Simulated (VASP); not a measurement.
Given:

```yaml
crystal:
  lattice:
    - [-1.61651, 1.61651, 4.07834]
    - [1.61651, -1.61651, 4.07834]
    - [1.61651, 1.61651, -4.07834]
  atoms:
    - { symbol: V, position: [0.00000, 0.00000, 0.00000] }
    - { symbol: Ge, position: [0.33904, 0.33904, 0.00000] }
    - { symbol: Ge, position: [0.66096, 0.66096, 0.00000] }
```

Computed with PBEsol GGA, VASP's PBE PAW potentials (set 64) (plane waves; VASP). Settings: 400 eV cut-off, 15×15×15 Γ-centred mesh, tetrahedra with Blöchl corrections, potentials V_sv Ge_d.

Problem. What does the run give for the energy per atom (σ→0), band gap (on the k-mesh) with the smallest direct gap where there is one?

Solution. 
```json
{
  "band gap (on the k-mesh)": "none (metal, semimetal or under 0.01 eV)",
  "energy per atom (σ→0)": "-6.723 eV/atom"
}
```

The absolute energy has meaning only against runs of the same code, potentials and settings.

The structure was generated: VGe2 was put into the MoSi2 type (I4/mmm), which need not be its known phase. It was relaxed first, which changed the volume by +7 %. The run is not spin-polarised, so no magnetic state was tried. The electron count is odd and the run is not spin-polarised, which forces a metal.
